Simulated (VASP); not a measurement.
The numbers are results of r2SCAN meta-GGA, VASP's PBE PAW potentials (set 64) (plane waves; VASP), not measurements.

VASP input:

**KPOINTS**
```
Automatic mesh
0
Gamma
6 3 4
0 0 0
```

File KPOINTS_OPT:
```
k-points along high-symmetry lines
5
Line-mode
Reciprocal
  0.000000   0.000000   0.000000 ! GAMMA
  0.500000   0.000000   0.000000 ! X

  0.500000   0.000000   0.000000 ! X
  0.500000   0.500000   0.000000 ! S

  0.500000   0.500000   0.000000 ! S
  0.000000   0.500000   0.000000 ! Y

  0.000000   0.500000   0.000000 ! Y
  0.000000   0.000000   0.000000 ! GAMMA

  0.000000   0.000000   0.000000 ! GAMMA
  0.000000   0.000000   0.500000 ! Z

  0.000000   0.000000   0.500000 ! Z
  0.500000   0.000000   0.500000 ! U

  0.500000   0.000000   0.500000 ! U
  0.500000   0.500000   0.500000 ! R

  0.500000   0.500000   0.500000 ! R
  0.000000   0.500000   0.500000 ! T

  0.000000   0.500000   0.500000 ! T
  0.000000   0.000000   0.500000 ! Z

  0.500000   0.000000   0.000000 ! X
  0.500000   0.000000   0.500000 ! U

  0.000000   0.500000   0.000000 ! Y
  0.000000   0.500000   0.500000 ! T

  0.500000   0.500000   0.000000 ! S
  0.500000   0.500000   0.500000 ! R
```

**INCAR**
```
SYSTEM  =  Cd4Te3Se
PREC  =  Accurate; ENCUT  =  400; LREAL  =  .FALSE.
LASPH  =  .TRUE.
EDIFF  =  1E-7; NELM  =  100; ALGO  =  Normal
LMAXMIX  =  4; LMIXTAU  =  .TRUE.
ISMEAR  =  -5
METAGGA  =  R2SCAN
ISIF  =  2
LWAVE  =  .FALSE.; LCHARG  =  .FALSE.; LORBIT  =  11
NEDOS  =  601
LEFG  =  .TRUE.
```

File POSCAR:
```
Cd4Te3Se
1
    4.5632688359     0.0000000000     0.0000000000
    0.0000000000     9.1294931186     0.0000000000
    0.0000000000     0.0000000000     6.4135195928
Cd Te Se
4 3 1
Direct
  0.0000000000   0.0000000000   0.9766622531
  0.5000000000   0.7623829734   0.5089178921
  0.5000000000   0.2376170266   0.5089178921
  0.0000000000   0.5000000000   0.0065386077
  0.0000000000   0.7570952351   0.2496572036
  0.0000000000   0.2429047649   0.2496572036
  0.5000000000   0.5000000000   0.7475127584
  0.5000000000   0.0000000000   0.7521561894
```

POTCAR, in this order: Cd Te Se (PBE.64 set). Program: vasp_std.

Unless said otherwise, spin-orbit coupling is left out, though it shifts the bands of the heavy elements here.

### Question
Predict the energy per atom (σ→0), band gap (over mesh and band path).

### Answer

```yaml
energy per atom (σ→0): -21.971 eV/atom
band gap (over mesh and band path): 0.99 eV
```

File OSZICAR:
```
...
DAV:  29    -0.175768146677E+03   -0.65419E-06   -0.12126E-06  1752   0.504E-03    0.742E-03
DAV:  30    -0.175768147419E+03   -0.74198E-06   -0.50261E-07  1804   0.299E-03    0.421E-03
DAV:  31    -0.175768147716E+03   -0.29702E-06   -0.42953E-07  1584   0.271E-03    0.209E-03
DAV:  32    -0.175768147683E+03    0.32991E-07   -0.85187E-08  1374   0.145E-03
   1 F= -.17576815E+03 E0= -.17576815E+03  d E =0.000000E+00
       N       E                     dE             ncg
       N       E                     dE             ncg
       N       E                     dE             ncg
```

The structure comes from a computed database's Cd4Te3Se entry (Pmm2); how it stands against other phases isn't given here. It was relaxed first.
